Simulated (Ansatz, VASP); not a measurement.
# TiTe2: VASP beside Ansatz, part 2 of 2

Aim: how closely do two programs agree when they are given the same cell, functional and k mesh? The cell is taken from a series of runs on this material, whose earlier steps may have relaxed, scaled, displaced or heated it; both programs get it as it stands.

VASP 6.6.1 and Ansatz 0.2.0.

So far: The structure; VASP: zone-centre phonons, PBE with D3(BJ).

**3. Ansatz: zone-centre phonons, PBE with D3(BJ)**

Level of this step: Ansatz beside VASP: Kohn-Sham DFT, plane waves, PBE with D3(BJ) (Ansatz).

Ansatz runs on its PAW soft_1 files.

The same cell, functional, mesh and smearing now go to Ansatz, which takes its cutoff from its data sets.

input.yaml

```yaml
crystal:
  lattice:
    - [3.6815042839, 0.0, 0.0]
    - [-1.8407521419, 3.188276234, 0.0]
    - [0.0, 0.0, 6.3427443752]
  atoms:
    - { symbol: Ti, position: [0.0, 0.0, 0.0] }
    - { symbol: Te, position: [0.6666666667, 0.3333333333, 0.2730361881] }
    - { symbol: Te, position: [0.3333333333, 0.6666666667, 0.7269638119] }
kpoints:
  mp_grid: { grid: [15, 15, 8] }
hamiltonian:
  xc: pbe
  dispersion: d3bj
  pseudopotentials: { kind: paw, azcp: { folder: soft_1 } }
scf:
  occupations: { method: methfessel_paxton, width: 0.2 }
output:
  eigenvalues: true
phonons:
  method: dfpt
```

Run with:

```sh
ansatz run input.yaml --threads 4 --pin off --max-ram 8192MiB --backend cpu --events-out ev --progress --plain --runs-dir out
```

Numbers of over 12 decimals in the logs are rounded to 6 here.

Output:

```text
Engine: ansatz 0.2.0, x86_64-unknown-linux-gnu
Pseudopotentials: kind: paw
Pseudopotential: Ti, paw, valence charge 12, recommended cutoff 420 eV (normal), soft_1/Ti.paw.azcp
Pseudopotential: Te, paw, valence charge 16, recommended cutoff 420 eV (normal), soft_1/Te.paw.azcp
Functional definition: PBE
  parameter kappa = 0.804
  parameter beta = 0.066725
  exchange = pbe_x(kappa = kappa, mu = beta*pi^2/3)
  correlation = pbe_c(beta = beta)
Crystal: 3 atoms, lattice volume = 74.449 Å³
Basis set: ecut = 420 eV, 1485 PW (Γ), exchange–correlation on 50×50×90 points (8 copies of the dense FFT grid, shifted against one another)
Bands: 27, of which v1, the nominal top of the filled ones, is band 22 counted from 1 (21 counted from 0)
Symmetry: 12 space group operations
k-points: 488 of 1800 (irreducible under 2 space group operations, time reversal used)
Non-local potential: Ti, projectors of the file, l = 0: 3, l = 1: 2, l = 2: 3, l = 3: 1
Non-local potential: Te, projectors of the file, l = 0: 2, l = 1: 2, l = 2: 2, l = 3: 1
PAW form: soft (Blöchl's): semilocal exchange-correlation on the pseudo side does not see the compensation charge
PAW one-centre angular grid: Ti, 590 points (default); XC on 64 Gauss nodes
PAW one-centre angular grid: Te, 590 points (default); XC on 64 Gauss nodes
Initial density: superposition of atomic densities (chi_scale 0.1, normalization cell, long waves kept (reshape's long-wave potential 0.05 eV rms))
Initial wavefunctions: pseudopotential atomic-orbital guess
Functional: x = pbe(κ = 0.804, μ = 0.219515), c = pbe(β = 0.066725)
SCF iter   1: F=—  HF=-16466.887953 eV  |F-HF|=—  |Δ(HF+E_count)|=         —  Δρ=1.44e-1  dr2=4.58e1  ethr=3.10e-3  ⟨swp⟩=5.5  Hψ=55068  notcnv=0
preconditioner: auto → Kerker (q_TF=auto, 2.499 Å⁻¹)  [metal: Δε(μ)=0.014 eV  Ē_g=5.780 eV  σ=0.200 eV  W_gap=0.06  n_scr=22 (ndim 8)  ℏωp=17.2 eV  f_vac=0.000  D(μ)=1.59/eV (n_scr^D=2)]
SCF iter   2: F=—  HF=-16464.741520 eV  |F-HF|=—  |Δ(HF+E_count)|=    2.15e0  S|Δr|=    0.00e0  Δρ=7.77e-2  dr2=1.60e1  ethr=3.10e-3  ⟨swp⟩=2.8  Hψ=19736  notcnv=0  defer=29
SCF iter   3: F=—  HF=-16463.429198 eV  |F-HF|=—  |Δ(HF+E_count)|=    1.31e0  S|Δr|=    0.00e0  Δρ=1.56e-2  dr2=7.26e-1  ethr=3.10e-3  ⟨swp⟩=3.0  Hψ=19459  notcnv=0  defer=29
SCF iter   4: F=—  HF=-16463.369881 eV  |F-HF|=—  |Δ(HF+E_count)|=   5.93e-2  S|Δr|=    0.00e0  Δρ=3.96e-3  dr2=2.46e-2  ethr=1.65e-3  ⟨swp⟩=1.8  Hψ=17157  notcnv=0  defer=1
SCF iter   5: F=—  HF=-16463.369424 eV  |F-HF|=—  |Δ(HF+E_count)|=   4.57e-4  S|Δr|=    0.00e0  Δρ=1.71e-3  dr2=3.75e-3  ethr=5.60e-5  ⟨swp⟩=2.0  Hψ=16132  notcnv=0  defer=1
SCF iter   6: F=—  HF=-16463.369727 eV  |F-HF|=—  |Δ(HF+E_count)|=   3.02e-4  S|Δr|=    0.00e0  Δρ=6.29e-4  dr2=4.05e-4  ethr=8.51e-6  ⟨swp⟩=2.0  Hψ=17043  notcnv=0  defer=1
SCF iter   7: F=—  HF=-16463.369779 eV  |F-HF|=—  |Δ(HF+E_count)|=   5.28e-5  S|Δr|=    0.00e0  Δρ=3.09e-4  dr2=1.09e-4  ethr=9.20e-7  ⟨swp⟩=2.3  Hψ=18794  notcnv=0  defer=1
SCF iter   8: F=—  HF=-16463.369783 eV  |F-HF|=—  |Δ(HF+E_count)|=   3.24e-6  S|Δr|=    0.00e0  Δρ=9.75e-5  dr2=1.09e-5  ethr=2.48e-7  ⟨swp⟩=2.5  Hψ=17014  notcnv=0  defer=1
SCF iter   9: F=—  HF=-16463.369783 eV  |F-HF|=—  |Δ(HF+E_count)|=   2.59e-8  S|Δr|=    0.00e0  Δρ=2.25e-5  dr2=3.12e-7  ethr=2.48e-8  ⟨swp⟩=3.0  Hψ=26259  notcnv=0  defer=1
SCF iter  10: F=—  HF=-16463.369784 eV  |F-HF|=—  |Δ(HF+E_count)|=   1.14e-6  S|Δr|=    0.00e0  Δρ=6.07e-6  dr2=3.82e-8  ethr=7.09e-10  ⟨swp⟩=3.0  Hψ=25311  notcnv=0  defer=1
SCF iter  11: F=—  HF=-16463.369784 eV  |F-HF|=—  |Δ(HF+E_count)|=   7.13e-9  S|Δr|=    0.00e0  Δρ=2.37e-6  dr2=5.75e-9  ethr=8.69e-11  ⟨swp⟩=2.2  Hψ=18341  notcnv=0  defer=1
SCF iter  12: F=—  HF=-16463.369784 eV  |F-HF|=—  |Δ(HF+E_count)|=   1.00e-9  S|Δr|=    0.00e0  Δρ=5.43e-7  dr2=3.35e-10  ethr=1.31e-11  ⟨swp⟩=2.0  Hψ=16854  notcnv=0  defer=1
SCF iter  13: F=—  HF=-16463.369784 eV  |F-HF|=—  |Δ(HF+E_count)|=  2.91e-11  S|Δr|=    0.00e0  Δρ=1.47e-7  dr2=1.96e-11  ethr=1.00e-12  ⟨swp⟩=2.3  Hψ=15888  notcnv=0  defer=1
SCF iter  14: F=-16463.369784 eV  HF=-16463.369784 eV  |F-HF|=0.00e0  |Δ(HF+E_count)|=  1.46e-11  S|Δr|=    0.00e0  Δρ=4.10e-8  dr2=1.50e-12  ethr=1.00e-12  ⟨swp⟩=6.0  Hψ=55476  notcnv=0
SCF 1 converged in 14 iterations: F = -16463.369784 eV  dr2 = 1.50e-12
  greatest PAW one-centre occupation: 0.999 electrons in one spin orbital (limit 2), on the Ti atom at site 0 (counted from 0), in its partial waves of l = 0
DFPT response loops at Γ: preconditioner auto → Kerker (q_TF=auto, 2.499 Å⁻¹) (partly filled bands, converged f_vac=0.005); β = 1.00, the filter's whole step (`scf.mixing.beta` (0.50) is not read by the response loops under this deck's `scf.mixing.preconditioner`; to damp them name `kerker` or `kerker_dos`, under which they read `scf.mixing.beta`, and type it under 1.00, their step now; both keys bind the ground state too); Broyden in place of MSR1
SCF converged after 14 iterations
Stability not checked: this state was not tested for a lower state beside it, because cold or Methfessel-Paxton smearing, or corrected tetrahedra, fill the levels in a way that the test cannot read (fill_not_monotonic; see scf.lower_state_search)
Free energy (F): -16463.369784 eV
Harris-Foulkes:  -16463.369784 eV  (|F-HF|=0.00e0)
Internal energy: -16463.371065 eV  (E = F + TS)
E sigma→0 (E₀):  -16463.370104 eV
Entropy (-TS):   0.001281 eV (0.427 meV/atom)
Fermi energy:    11.499763 eV
--- Per-component energies (eV) ---
  E_band       = -619.553066
  E_kinetic    = 626.973761
  E_local      = -3952.228286  (includes V_loc(G=0)·N_el)
  E_nonlocal   = 193.860904
  E_hartree    = 1915.232161
  E_xc         = -361.997314
  E_vxc        = -350.686424  (∫ρ·V_xc dr)
  E_paw        = -10386.050224  (= ΣΔE_a)
  E_vpaw       = -967.937460  (= ΣTr[D̂ρ^β])
  E_aug_tail   = 0.000096  (compensation charges beyond the density's cutoff)
  E_ewald      = -4497.570739
  E_disp       = -1.591426  (pairwise vdW)
  E_smearing   = 0.001281  (= −TS)
  E_closure    = -0.000000  (closes the sum)
  Σ components = -16463.369784   (vs F -16463.369784, Δ=0.00e0)
--- Band table (eV; the first three rows and the last of 488) ---
  k-point 0: bands = [... 18 lower, 9.8764, 11.7075, 11.9375, 11.9375, 12.2479, 12.7981, 12.7981, 14.5824, ... 1 higher]
  k-point 1: bands = [... 18 lower, 9.8905, 11.2463, 11.9351, 11.9351, 12.4002, 12.7185, 12.7185, 14.6808, ... 1 higher]
  k-point 2: bands = [... 18 lower, 9.9258, 10.3515, 11.9295, 11.9295, 12.5242, 12.5469, 12.5469, 14.9007, ... 1 higher]
  k-point 487: bands = [... 18 lower, 8.2798, 8.7183, 9.3227, 10.0182, 12.1722, 12.9730, 13.1126, 13.5180, ... 1 higher]
--- Phonons (Γ-DFPT): 4 representative perturbations + reference, on 488 of 1800 k-points (Σ response iterations 14) ---
  k mesh reduced under 2 symmetry operations, with k and −k counted as one. Each operation leaves every solved perturbation unchanged. A smaller set is not used because it would not reduce the number of displacements times k-points to solve
  ASR residual: 2.356e-5 → 0.000e0 eV/Å²; symmetrization residual: 5.870e-6 eV/Å²
  pairwise dispersion correction: d3bj (s6 = 1.0, s8 = 0.7875, a1 = 0.4289, a2_bohr = 4.4407), with the weights of each atom's references fixed at the reference crystal's, and the forces and stress that the weights' published response gives there kept as a pressure on the atom's counted neighbours (hamiltonian.dispersion)
  ASR residual per site (eV/Å²): 2.36e-5 1.96e-5 1.96e-5
  Γ frequencies (cm⁻¹): 0.00 0.00 0.00 103.33 103.33 153.36 192.23 192.23 286.90
  non-analytic LO–TO correction: not included (Born effective charges unavailable; polar crystals: no LO–TO splitting at Γ)
```

The column dr2 measures how far the density is from self-consistency, as an energy; F and HF (Harris–Foulkes) agree once it is small.

**4. Side by side**

Known differences besides the potentials themselves: the data sets hold 44 valence electrons in Ansatz (on its PAW soft_1 files) and 24 in VASP; the cutoff is 420 eV in Ansatz and 500 eV in VASP; Ansatz takes the dispersion share of the force constants at frozen C6 weights, VASP differentiates the full forces; VASP uses finite displacements, Ansatz perturbation theory. Total energies have different zeros and are not compared.

Compared:

```tsv
quantity	Ansatz	VASP	difference
optical mode 1 to 2 (cm⁻¹)	103.3	103.3	+0.05 %
optical mode 3 (cm⁻¹)	153.4	153.2	+0.11 %
optical mode 4 to 5 (cm⁻¹)	192.2	192.8	-0.32 %
optical mode 6 (cm⁻¹)	286.9	287.1	-0.08 %
```

Modes are paired by rising frequency, not by their patterns, so a pair may set unlike modes beside each other; they are those without the splitting of longitudinal modes.

**5. Outcome**

```json
{"r.m.s. difference of the optical zone-centre modes, each program's sorted by frequency (zone-centre phonons, PBE with D3(BJ))": "0.38 cm⁻¹"}
```

The r.m.s. difference of the optical zone-centre modes, each program's sorted by frequency is 0.38 cm⁻¹ (zone-centre phonons, PBE with D3(BJ)). The data sets hold unlike numbers of valence electrons (44 in Ansatz and 24 in VASP), so part of the differences comes from the potentials. How closely two codes agree says nothing of how well the functional describes the real material.

[Lines on the potential files, build, host, timing and source positions are cut from VASP's logs without a mark.]

[Logs are printed without paths, hosts, clocks, repeated set-up lines and the standing remarks that a program may print on its own settings, such as how far it seeks lower states.]

[Hosts, paths, dates, database ids (printed as entryN), source tags and the programs' standing remarks are cut or masked in the printed files.]
